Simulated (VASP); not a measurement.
# A VASP study of AlRu (PBEsol): structure first, properties next, part 2 of 2

Wanted: the relaxed cell of AlRu and its properties. The start is a cell from a database of measured crystal structures.

VASP 6.6.1; PBEsol; plane waves and PAW (Al, Ru_pv).

Still holding for the runs below: This run has no spin polarisation. Its electron count is odd, so without a moment it is a metal by construction. The k-mesh is coarse for a metal.

So far. Step 8 (Volume scan with PBEsol, volume scale 0.96): The run ends at a pressure of 9.78 GPa.

### Step 9. Volume scan with PBEsol, volume scale 0.98

INCAR reads:

```
SYSTEM = AlRu
PREC = Accurate
ENCUT = 400
EDIFF = 1E-06
NELM = 100
ISMEAR = 1
SIGMA = 0.2
LREAL = .FALSE.
ALGO = Normal
GGA = PS
NBANDS = 14
LASPH = .TRUE.
LORBIT = 11
LWAVE = .FALSE.
LCHARG = .FALSE.
KPAR = 2
ISIF = 2
```

POSCAR reads:

```
AlRu
1.0
    2.9564465123      0.0000000000      0.0000000000
    0.0000000000      2.9564465123      0.0000000000
    0.0000000000      0.0000000000      2.9564465123
Al Ru
1 1
Direct
    0.0000000000      0.0000000000      0.0000000000
    0.5000000000      0.5000000000      0.5000000000
```

KPOINTS reads:

```
Automatic mesh
0
Gamma
8 8 8
0 0 0
```

Potentials, in the order of the species: Al and Ru_pv (PBE family, release 64).

The run is started by

```bash
> mpirun -np 2 vasp_std
```

The job ended after 3.4 s (2 MPI ranks of AMD EPYC 9R14 (Zen 4), shared host; peak memory 0.2 GiB).

The pressure falls from 9.78 to 4.59 GPa.

The run ends at a pressure of 4.59 GPa.

### Step 10. Volume scan with PBEsol, volume scale 1

INCAR is that of step 9.

POSCAR reads:

```
AlRu
1.0
    2.9764231082      0.0000000000      0.0000000000
    0.0000000000      2.9764231082      0.0000000000
    0.0000000000      0.0000000000      2.9764231082
Al Ru
1 1
Direct
    0.0000000000      0.0000000000      0.0000000000
    0.5000000000      0.5000000000      0.5000000000
```

KPOINTS is that of step 9.

The run is started by

```bash
> mpirun -np 2 vasp_std
```

Run time: 3.4 s. Hardware: 2 MPI ranks; peak memory 0.2 GiB.

The pressure falls from 4.59 to -0.06 GPa, so it vanishes between these two volumes.

### Step 11. Volume scan with PBEsol, volume scale 1.02

INCAR is that of step 10.

POSCAR reads:

```
AlRu
1.0
    2.9961350940      0.0000000000      0.0000000000
    0.0000000000      2.9961350940      0.0000000000
    0.0000000000      0.0000000000      2.9961350940
Al Ru
1 1
Direct
    0.0000000000      0.0000000000      0.0000000000
    0.5000000000      0.5000000000      0.5000000000
```

KPOINTS is that of step 10.

The run is started by

```bash
> mpirun -np 2 vasp_std
```

Run time: 3.4 s. Hardware: 2 MPI ranks; peak memory 0.2 GiB.

The pressure falls from -0.06 to -4.23 GPa.

The run ends at a pressure of -4.23 GPa.

### Step 12. Volume scan with PBEsol, volume scale 1.04

INCAR is that of step 11.

POSCAR reads:

```
AlRu
1.0
    3.0155910618      0.0000000000      0.0000000000
    0.0000000000      3.0155910618      0.0000000000
    0.0000000000      0.0000000000      3.0155910618
Al Ru
1 1
Direct
    0.0000000000      0.0000000000      0.0000000000
    0.5000000000      0.5000000000      0.5000000000
```

KPOINTS is that of step 11.

The run is started by

```bash
> mpirun -np 2 vasp_std
```

Run time: 3.4 s. Hardware: 2 MPI ranks; peak memory 0.2 GiB; 5.6 s of CPU time.

The pressure falls from -4.23 to -7.98 GPa.

The run ends at a pressure of -7.98 GPa.

### Step 13. Volume scan with PBEsol, volume scale 1.06

A prediction first. A parabola through the 6 pressures of evenly scaled cells so far, P = -0.07 -221.1 t +503 t² GPa with t = ln(V/V₁) and V₁ the volume at scale 1, gives -11.25 GPa at t = +0.0583.

INCAR is that of step 12.

POSCAR reads:

```
AlRu
1.0
    3.0347991661      0.0000000000      0.0000000000
    0.0000000000      3.0347991661      0.0000000000
    0.0000000000      0.0000000000      3.0347991661
Al Ru
1 1
Direct
    0.0000000000      0.0000000000      0.0000000000
    0.5000000000      0.5000000000      0.5000000000
```

KPOINTS is that of step 12.

The run is started by

```bash
> mpirun -np 2 vasp_std
```

Wall time 3.4 s (2 MPI ranks); peak memory 0.2 GiB; 5.6 s of CPU time.

The pressure falls from -7.98 to -11.35 GPa. The parabola predicted -11.25 GPa, +0.11 GPa off.

### Step 14. Comparing the runs

Times are for 2 MPI ranks of AMD EPYC 9R14 (Zen 4), shared host. The runs compared:

```
no.  volume scale  energy above the lowest point (meV/atom)  pressure (GPa)   time  memory (GiB)
  1          0.94                                     38.68           15.54  3.4 s           0.2
  2          0.96                                     17.04           9.776  3.4 s           0.2
  3          0.98                                      4.45           4.593  3.4 s           0.2
  4             1                                         0        -0.06166  3.4 s           0.2
  5          1.02                                      2.75          -4.232  3.4 s           0.2
  6          1.04                                     12.03          -7.980  3.4 s           0.2
  7          1.06                                     27.21          -11.35  3.4 s           0.2
```

### Step 15. Fit for PBEsol

This step: Birch-Murnaghan fit, PBEsol; plane waves and PAW (VASP 6.6.1).

No new run; the numbers come from the runs before.

Numbers from this step:

```yaml
pressure_derivative_of_the_bulk_modulus: 4.438
r_m_s_error_of_the_fit: 1.37e-5 eV/atom
minimum_inside_the_sampled_range: yes
bulk_modulus: 218.6 GPa
equilibrium_volume_of_the_fit: 13.21 Å³/atom
```

Energy above the fitted minimum against volume:

```
volume (Å³/atom)  energy above the fitted minimum (eV/atom)
          12.393                                     0.0387
          12.657                                     0.0171
          12.921                                    0.00452
          13.184                                     6.2e-5
          13.448                                    0.00281
          13.712                                     0.0121
          13.975                                     0.0273
```

The fitted volume lies +0.20 % from the relaxed one. At a finite cutoff and mesh the minimum of the energy and the zero of the stress don't quite coincide, and the relaxation stops at a threshold.

### Step 16. Summary of results

- relaxed volume: 13.18 Å³/atom
- relaxed conventional cell a, b, c: 2.976, 2.976, 2.976 Å
- space group after relaxing, within 0.02 Å: Pm-3m (No. 221)
- band gap: none, a metal
- DOS at the Fermi level: 1.80 states/eV/cell
- bulk modulus from the fit: 219 GPa
- volume from the fit: 13.2 Å³/atom

What this shows: With PBEsol, AlRu relaxes to 13.18 Å³/atom in space group Pm-3m (held by the symmetry of the run), comes out as a metal and has a bulk modulus of 219 GPa. Against the listed cell the volume lies -1.5 %. Band structure (PBEsol): Of the bands kept, 3 cross the Fermi level on this path. Spin-orbit coupling is left out; it would split some degenerate bands. The k-sampling is coarse for a metal, so the Fermi level, pressures and the shape of the cell carry errors. With an odd electron count and no spin the cell is a metal by construction. No search among competing phases was made, and a listed structure need not be the one stable at ambient conditions. All values are for a static lattice at zero temperature.

[Lines on the potential files, build, host, timing and source positions are cut from VASP's logs without a mark.]

[Logs are printed without paths, hosts, clocks, repeated set-up lines and the standing remarks that a program may print on its own settings, such as how far it seeks lower states.]

[Hosts, paths, dates, database ids (printed as entryN), source tags and the programs' standing remarks are cut or masked in the printed files.]

[A measured line is paired with the nearest computed mode of its activity, which favours agreement.]
